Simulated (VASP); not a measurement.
Here is the system:

```
Ca
1.0
    0.00000     2.72119     2.72119
    2.72119     0.00000     2.72119
    2.72119     2.72119     0.00000
Ca
1
Cartesian
  0.00000   0.00000   0.00000
```

The numbers are results of PBE GGA, VASP's PBE PAW potentials (set 64) (plane waves; VASP 6.6.1), not measurements. Numerical set-up: 480 eV cut-off, 10×10×10 Γ-centred mesh, first-order Methfessel-Paxton smearing of 0.10 eV, potentials Ca_sv.

**Question.** Predict the energy per atom (σ→0), band gap (on the k-mesh) with the smallest direct gap where there is one.

**Answer.** 
band gap (on the k-mesh): none (metal, semimetal or under 0.01 eV)
energy per atom (σ→0): -1.925 eV/atom

The compound is Ca in the fcc structure. This cell was strained or had an atom moved on purpose.
